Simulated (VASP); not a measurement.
Here is the system:

```yaml
crystal:
  lattice:
    - [0.00000, 2.27806, 2.27806]
    - [2.27806, 0.00000, 2.27806]
    - [2.27806, 2.27806, 0.00000]
  atoms:
    - { symbol: Ga, position: [0.00000, 0.00000, 0.00000] }
    - { symbol: N, position: [0.75000, 0.75000, 0.75000] }
```

Computed with PBE GGA, VASP's PBE PAW potentials (set 64) (plane waves; VASP 6.6.1). Numerical set-up: 400 eV cut-off, 6×6×6 Γ-centred mesh, Gaussian smearing of 0.010 eV, potentials Ga_d N.

At this cut-off the stress carries a Pulay error, which pulls relaxed volumes low.

Problem. Give the stress tensor in GPa (positive for a compressed cell).

Solution. 
```
-4.11   0.00   0.00
 0.00  -4.11   0.00
 0.00   0.00  -4.11
```
The pressure is its mean diagonal, -4.11 GPa.

The structure comes from a computed database's GaN entry; how it stands against other phases isn't given here. The cell was not relaxed at this level.
